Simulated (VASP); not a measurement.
An input for Ansatz (written as the equivalent of a VASP run, and not itself run):

Ansatz 0.2 input:
```yaml
crystal:
  lattice:
    - [4.1862460, 0.0000000, 0.0000000]
    - [0.0000000, 4.1862460, 0.0000000]
    - [0.0000000, 0.0000000, 4.1862460]
  atoms:
    - { symbol: La, position: [0.0000000, 0.0000000, 0.0000000] }
    - { symbol: B, position: [0.8001200, 0.5000000, 0.5000000] }
    - { symbol: B, position: [0.1998800, 0.5000000, 0.5000000] }
    - { symbol: B, position: [0.5000000, 0.8001200, 0.5000000] }
    - { symbol: B, position: [0.5000000, 0.1998800, 0.5000000] }
    - { symbol: B, position: [0.5000000, 0.5000000, 0.8001200] }
    - { symbol: B, position: [0.5000000, 0.5000000, 0.1998800] }
kpoints:
  mp_grid: { grid: [7, 7, 7] }
hamiltonian:
  xc: pbe
  pseudopotentials: { kind: paw }
scf:
  occupations: { method: gaussian, width: 0.136 }
  max_iter: 100
output: { forces: true, stress: true, eigenvalues: true }
```

Problem. Translate this input to VASP (INCAR, KPOINTS, POSCAR, choice of POTCAR).

Solution. Several could match; the one computed here: 
### INCAR
```
SYSTEM  =  LaB6
PREC  =  Accurate; ENCUT  =  400; LREAL  =  .FALSE.
LASPH  =  .TRUE.
EDIFF  =  1E-6; NELM  =  100; ALGO  =  Normal
LMAXMIX  =  6
ISMEAR  =  0; SIGMA  =  0.136
GGA  =  PE
ISIF  =  2
LWAVE  =  .FALSE.; LCHARG  =  .FALSE.
```

File KPOINTS:
```
Automatic mesh
0
Gamma
7 7 7
0 0 0
```

### POSCAR
```
LaB6
4.1862460
  1.0000000000   0.0000000000   0.0000000000
  0.0000000000   1.0000000000   0.0000000000
  0.0000000000   0.0000000000   1.0000000000
La B
1 6
Direct
  0.0000000000   0.0000000000   0.0000000000
  0.8001200000   0.5000000000   0.5000000000
  0.1998800000   0.5000000000   0.5000000000
  0.5000000000   0.8001200000   0.5000000000
  0.5000000000   0.1998800000   0.5000000000
  0.5000000000   0.5000000000   0.8001200000
  0.5000000000   0.5000000000   0.1998800000
```

POTCAR, in this order: La B (PBE.64 set). Program: vasp_std.

The two are equivalent in intent, not identical: each code has its own PAW files, so the cut-off isn't converted (ENCUT is set for VASP's; basis.ecutwfc is left out, and Ansatz then takes the one that its files recommend); Ansatz stops its SCF on the density residual and VASP on the energy change (EDIFF).

The structure comes from a computed database's LaB6 entry; how it stands against other phases isn't given here. The cell was not relaxed at this level.
